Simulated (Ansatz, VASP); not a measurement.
# TiGe2N4 (TiGe2N4 bilayer, AB) in two plane-wave programs, part 2 of 2

Wanted: the spread between two codes on one cell, functional and k mesh. The structure shown is the start of the Ansatz relaxation below; VASP solves that cell, so the two are compared at the walk's first step.

VASP 6.6.1 and Ansatz 0.2.0.

So far: Starting point; Ansatz: relaxation, LDA.

**3. VASP: single point, LDA, start cell**

Level of this step: LDA, no spin polarisation; plane waves and PAW (N, Ge_d, Ti_sv) (VASP).

The same cell, functional (in two slightly different forms), mesh and smearing now go to VASP, with its own data sets.

Lines of VASP's logs that name or quote its potential files are left out, and so is its time.

The input, INCAR:

```
SYSTEM = TiGe2N4
PREC = Accurate
ENCUT = 520
EDIFF = 1E-06
NELM = 120
ISMEAR = -1
SIGMA = 0.05
LREAL = .FALSE.
ALGO = Normal
GGA = CA
NBANDS = 74
LASPH = .TRUE.
LORBIT = 11
LWAVE = .FALSE.
LCHARG = .FALSE.
ISIF = 2
LDIPOL = .TRUE.
IDIPOL = 3
DIPOL = 0.5 0.5 0.5
LVHAR = .TRUE.
GGA_COMPAT = .FALSE.
EFERMI = MIDGAP
NELMDL = -8
KPAR = 4
```

The input, POSCAR:

```
TiGe2N4
1.0
    3.0200000000      0.0000000000      0.0000000000
   -1.5100000000      2.6153970000      0.0000000000
    0.0000000000      0.0000000000     66.6047530000
N Ge Ti
8 4 2
Direct
    0.0000000000      0.0000000000      0.3663402220
    0.3333333333      0.6666666667      0.4027905336
    0.3333333333      0.6666666667      0.4395273713
    0.0000000000      0.0000000000      0.4759776979
    0.3333333333      0.6666666667      0.5240223171
    0.6666666667      0.3333333333      0.5604726287
    0.6666666667      0.3333333333      0.5972094664
    0.3333333333      0.6666666667      0.6336597780
    0.3333333333      0.6666666667      0.3751648775
    0.3333333333      0.6666666667      0.4671530274
    0.6666666667      0.3333333333      0.5328469726
    0.6666666667      0.3333333333      0.6248351225
    0.0000000000      0.0000000000      0.4211589524
    0.3333333333      0.6666666667      0.5788410476
```

The input, KPOINTS:

```
Automatic mesh
0
Gamma
12 12 1
0 0 0
```

PAW data sets: N, Ge_d and Ti_sv (LDA family, release 64).

Started as:

```
> mpirun -np 4 vasp_std
```

Numbers of over 12 decimals in the logs are rounded to 6 here.

Output:

```text
[banner, memory and clock lines left out]
running    4 mpi-ranks, on    1 nodes
 distrk:  each k-point on    1 cores,    4 groups
 distr:  one band on    1 cores,    1 groups

 POSCAR found type information on POSCAR N GeTi
 POSCAR found :  3 types and      14 ions
 LDA part: xc-table for (Slater(with rela. corr.)+CA(PZ))
 , standard interpolation
|                                                                             |
|           W    W    AA    RRRRR   N    N  II  N    N   GGGG   !!!           |
|           W    W   A  A   R    R  NN   N  II  NN   N  G    G  !!!           |
|           W    W  A    A  R    R  N N  N  II  N N  N  G       !!!           |
|           W WW W  AAAAAA  RRRRR   N  N N  II  N  N N  G  GGG   !            |
|           WW  WW  A    A  R   R   N   NN  II  N   NN  G    G                |
|           W    W  A    A  R    R  N    N  II  N    N   GGGG   !!!           |
|                                                                             |
|     One of the lattice vectors is very long (>50 A), but AMIN is rather     |
|     large. This can spoil convergence since charge sloshing might occur     |
|     along the long lattice vector. If problems with convergence are         |
|     observed, try to decrease AMIN to a smaller value (e.g. 0.01).          |
|     Note: This warning only applies if the self-consistency cycle is        |
|     used.                                                                   |
|                                                                             |

 POSCAR, INCAR and KPOINTS ok, starting setup
 FFT: planning ... GRIDC
 FFT: planning ... GRID_SOFT
 FFT: planning ... GRID
 WAVECAR not read
 entering main loop
       N       E                     dE             d eps       ncg     rms          rms(c)
DAV:   1     0.169608137197E+04    0.16961E+04   -0.57174E+04  3768   0.231E+03
DAV:   2     0.219151285640E+03   -0.14769E+04   -0.14202E+04  3280   0.716E+02
DAV:   3    -0.108860326290E+03   -0.32801E+03   -0.31762E+03  4110   0.242E+02
DAV:   4    -0.140973603003E+03   -0.32113E+02   -0.31954E+02  3752   0.867E+01
DAV:   5    -0.143302069598E+03   -0.23285E+01   -0.23260E+01  4520   0.188E+01
DAV:   6    -0.143404640191E+03   -0.10257E+00   -0.10255E+00  4456   0.328E+00
DAV:   7    -0.143408286706E+03   -0.36465E-02   -0.36464E-02  4528   0.608E-01
DAV:   8    -0.143408423299E+03   -0.13659E-03   -0.13659E-03  4592   0.114E-01    0.323E+01
DAV:   9    -0.121444784121E+03    0.21964E+02   -0.15317E+02  4146   0.671E+01    0.242E+01
DAV:  10    -0.120938009680E+03    0.50677E+00   -0.82391E+01  3676   0.474E+01    0.131E+01
DAV:  11    -0.118604690898E+03    0.23333E+01   -0.88161E+00  3402   0.141E+01    0.795E+00
DAV:  12    -0.117519892559E+03    0.10848E+01   -0.40592E+00  4022   0.116E+01    0.446E+00
DAV:  13    -0.117414323577E+03    0.10557E+00   -0.13432E+00  4064   0.501E+00    0.204E+00
DAV:  14    -0.117406398435E+03    0.79251E-02   -0.10386E-01  3902   0.155E+00    0.157E+00
[...]
DAV:  26    -0.117382918147E+03   -0.36453E-04   -0.12324E-06  2238   0.376E-03    0.142E-03
DAV:  27    -0.117382942140E+03   -0.23993E-04   -0.11329E-06  2094   0.259E-03    0.809E-04
DAV:  28    -0.117382951676E+03   -0.95358E-05   -0.16001E-07  1860   0.237E-03    0.635E-04
DAV:  29    -0.117382961785E+03   -0.10110E-04   -0.15246E-07  1758   0.227E-03    0.549E-04
DAV:  30    -0.117382967727E+03   -0.59419E-05   -0.12699E-07  1760   0.160E-03    0.274E-04
DAV:  31    -0.117382969843E+03   -0.21153E-05   -0.73138E-08  1718   0.130E-03    0.234E-04
DAV:  32    -0.117382970938E+03   -0.10953E-05   -0.41143E-08  1700   0.822E-04    0.164E-04
DAV:  33    -0.117382971402E+03   -0.46441E-06   -0.13268E-08  1506   0.582E-04
   1 F= -.11738297E+03 E0= -.11738297E+03  d E =-.813966E-05
```

OUTCAR, selected parts (step 3):

```text
ion  position               nearest neighbor table
   1  0.000  0.000  0.366-   9 1.84   9 1.84   9 1.84
   2  0.333  0.667  0.403-   9 1.84  13 2.13  13 2.13  13 2.13
   3  0.333  0.667  0.440-  10 1.84  13 2.13  13 2.13  13 2.13
   4  0.000  0.000  0.476-  10 1.84  10 1.84  10 1.84
   5  0.333  0.667  0.524-  11 1.84  11 1.84  11 1.84
   6  0.667  0.333  0.560-  11 1.84  14 2.13  14 2.13  14 2.13
   7  0.667  0.333  0.597-  12 1.84  14 2.13  14 2.13  14 2.13
   8  0.333  0.667  0.634-  12 1.84  12 1.84  12 1.84
   9  0.333  0.667  0.375-   2 1.84   1 1.84   1 1.84   1 1.84
  10  0.333  0.667  0.467-   3 1.84   4 1.84   4 1.84   4 1.84
  11  0.667  0.333  0.533-   6 1.84   5 1.84   5 1.84   5 1.84
  12  0.667  0.333  0.625-   7 1.84   8 1.84   8 1.84   8 1.84
  13  0.000  0.000  0.421-   2 2.13   2 2.13   3 2.13   3 2.13   2 2.13   3 2.13
  14  0.333  0.667  0.579-   7 2.13   7 2.13   6 2.13   6 2.13   7 2.13   6 2.13

  LATTYP: Found a hexagonal cell.
 ALAT       =     3.0200000000
 C/A-ratio  =    22.0545539735

 Subroutine GETGRP returns: Found  6 space group operations
 (whereof  6 operations were pure point group operations)

The static configuration has the point symmetry C_3v.

 Found     19 irreducible k-points:

   k-points           NKPTS =     19   k-points in BZ     NKDIM =     19   number of bands    NBANDS=     74

   dimension x,y,z NGX =    24 NGY =   24 NGZ =  500
   dimension x,y,z NGXF=    48 NGYF=   48 NGZF= 1000

   ENCUT  =  520.0 eV  38.22 Ry    6.18 a.u.   5.62  5.62123.84*2*pi/ulx,y,z

   NELECT =     120.0000    total number of electrons

 k-points in reciprocal lattice and weights: Automatic mesh
   0.00000000  0.00000000  0.00000000       0.007
   0.08333333  0.00000000  0.00000000       0.042
   0.16666667 -0.00000000  0.00000000       0.042
   0.25000000  0.00000000  0.00000000       0.042
   0.33333333  0.00000000  0.00000000       0.042
   0.41666667  0.00000000  0.00000000       0.042
   0.50000000  0.00000000  0.00000000       0.021
   0.08333333  0.08333333  0.00000000       0.042
   0.16666667  0.08333333  0.00000000       0.083
[...]
0.33333333  0.25000000  0.00000000       0.083
   0.33333333  0.33333333  0.00000000       0.014

 dipolmoment           0.000000      0.000000     -0.002770 electrons x Angstroem

 average (electrostatic) potential at core
       1 -70.7416       2 -70.0476       3 -70.0499       4 -70.7531       5 -70.8131
       6 -70.1124       7 -70.1110       8 -70.8049       9 -82.7449      10 -82.7490
      11 -82.8079      12 -82.8083      13 -83.8205      14 -83.8835

 E-fermi :  -2.8233

 k-point     1 :       0.0000    0.0000    0.0000
  band No.  band energies     occupation
    ...
     56      -3.6890      2.00000
     57      -3.6890      2.00000
     58      -3.6262      2.00000
     59      -3.6262      2.00000
     60      -3.4420      1.99999
     61      -1.6603      0.00000
     62      -1.5385      0.00000
     63       0.1839      0.00000
     64       0.2233      0.00000
     65       0.2769      0.00000
    ...

 k-point     2 :       0.0833    0.0000    0.0000
  band No.  band energies     occupation
    ...
     56      -3.8311      2.00000
     57      -3.7972      2.00000
     58      -3.7344      2.00000
     59      -3.5512      2.00000
     60      -3.3338      1.99993
     61      -1.5329      0.00000
     62      -1.4475      0.00000
     63       0.0660      0.00000
     64       0.1659      0.00000
     65       0.2521      0.00000
    ...

 k-point     3 :       0.1667   -0.0000    0.0000
  band No.  band energies     occupation
    ...
     56      -4.1839      2.00000
     57      -4.0699      2.00000
     58      -4.0071      2.00000
     59      -3.5955      2.00000
     60      -3.4054      1.99998
     61      -1.6775      0.00000
     62      -1.6146      0.00000
     63       0.0684      0.00000
     64       0.1804      0.00000
     65       0.2914      0.00000
    ...

  Total       -3.9054110     -3.9054118     -9.0213125     -0.0000000      0.0000000     -0.0000000
  in kB      -11.8939891    -11.8939917    -27.4745458     -0.0000000      0.0000000     -0.0000000
  external PRESSURE =     -17.0875089 kB  Pullay stress =       0.0000000 kB

  energy-cutoff  :      520.00
  volume of cell :      526.08
      direct lattice vectors                 reciprocal lattice vectors
     3.020000000  0.000000000  0.000000000     0.331125828  0.191175565  0.000000000
    -1.510000000  2.615397000  0.000000000     0.000000000  0.382351131  0.000000000
     0.000000000  0.000000000 66.604753000     0.000000000  0.000000000  0.015013944

 POSITION                                       TOTAL-FORCE (eV/Angst)
 -----------------------------------------------------------------------------------
      0.00000      0.00000     24.40000         0.000000     -0.000000     -0.043232
     -0.00000      1.74360     26.82776        -0.000000      0.000000      2.138771
     -0.00000      1.74360     29.27461         0.000000     -0.000000     -2.135751
      0.00000      0.00000     31.70238         0.000000     -0.000000      0.064361
     -0.00000      1.74360     34.90238        -0.000000     -0.000000     -0.075829
      1.51000      0.87180     37.33014        -0.000000      0.000000      2.136600
      1.51000      0.87180     39.77699         0.000000     -0.000000     -2.139020
     -0.00000      1.74360     42.20475        -0.000000     -0.000000      0.043137
     -0.00000      1.74360     24.98776         0.000000     -0.000000     -0.098613
     -0.00000      1.74360     31.11461        -0.000000      0.000000      0.143235
      1.51000      0.87180     35.49014         0.000000     -0.000000     -0.134219
      1.51000      0.87180     41.61699         0.000000      0.000000      0.098518
      0.00000      0.00000     28.05119        -0.000000     -0.000000      0.001369
     -0.00000      1.74360     38.55357         0.000000      0.000000      0.000673
 -----------------------------------------------------------------------------------
    total drift:                                0.000003     -0.000004      0.000047

  FREE ENERGIE OF THE ION-ELECTRON SYSTEM (eV)
  ---------------------------------------------------
  free  energy   TOTEN  =      -117.3829714023 eV

  energy  without entropy=     -117.3829632626  energy(sigma->0) =     -117.38296733

 vacuum level on the upper side and lower side of the slab         3.801         3.864

 total charge
# of ion       s       p       d       tot
------------------------------------------
    1        1.225   2.521   0.000   3.746
    2        1.236   2.450   0.000   3.686
    3        1.236   2.450   0.000   3.686
    4        1.226   2.520   0.000   3.746
    5        1.226   2.520   0.000   3.746
    6        1.236   2.450   0.000   3.686
    7        1.236   2.450   0.000   3.686
    8        1.225   2.521   0.000   3.746
    9        1.029   1.401  10.364  12.793
   10        1.029   1.400  10.363  12.792
   11        1.029   1.400  10.363  12.792
   12        1.029   1.401  10.364  12.793
   13        2.202   6.229   1.807  10.239
   14        2.202   6.229   1.807  10.239
--------------------------------------------------
tot         18.368  37.941  45.068 101.377

[... 3 further parts left out ...]
```

**4. Comparison**

Known differences besides the potentials themselves: the two LDA forms differ slightly; Ansatz cuts the interaction across the vacuum, VASP repeats the sheet with a dipole correction; the cutoff is 420 eV in Ansatz and 520 eV in VASP; VASP's log shows a relativistic correction to its local exchange, Ansatz's none. Total energies have different zeros and are not compared.

Forces on 10 of the 14 atoms, those with the largest forces and the largest differences (eV/Å; atoms numbered as in POSCAR):

| atom | Ansatz x, y, z | VASP x, y, z |
| --- | --- | --- |
| N1 | 0.000, 0.000, 0.009 | 0.000, 0.000, -0.043 |
| N2 | 0.000, 0.000, 2.120 | 0.000, 0.000, 2.139 |
| N3 | 0.000, 0.000, -2.117 | 0.000, 0.000, -2.136 |
| N4 | 0.000, 0.000, 0.012 | 0.000, 0.000, 0.064 |
| N5 | 0.000, 0.000, -0.023 | 0.000, 0.000, -0.076 |
| N6 | 0.000, 0.000, 2.118 | 0.000, 0.000, 2.137 |
| N7 | 0.000, 0.000, -2.120 | 0.000, 0.000, -2.139 |
| Ge9 | 0.000, 0.000, -0.074 | 0.000, 0.000, -0.099 |
| Ge10 | 0.000, 0.000, 0.116 | 0.000, 0.000, 0.143 |
| Ge11 | 0.000, 0.000, -0.107 | 0.000, 0.000, -0.134 |

The forces differ by 19 meV/Å r.m.s., which is 2.9 % of the r.m.s. force of 0.661 eV/Å (both taken over all components). With vacuum in the cell, a pressure given here is an average over mostly empty space and none of the material.

**5. Summary of results**

```
r.m.s. force difference (single point, LDA, start cell) : 2.9 % of the r.m.s. force
```

What this shows: The r.m.s. force difference is 2.9 % of the r.m.s. force (single point, LDA, start cell), at about the 3 % picked in this series as the mark of a large difference. 1 further run of this series is not shown here. Such differences can come from data sets, numerical settings and the points named under the comparisons, not from the functional's error against experiment.

[Lines on the potential files, build, host, timing and source positions are cut from VASP's logs without a mark.]

[Logs are printed without paths, hosts, clocks, repeated set-up lines and the standing remarks that a program may print on its own settings, such as how far it seeks lower states.]

[Hosts, paths, dates, database ids (printed as entryN), source tags and the programs' standing remarks are cut or masked in the printed files.]
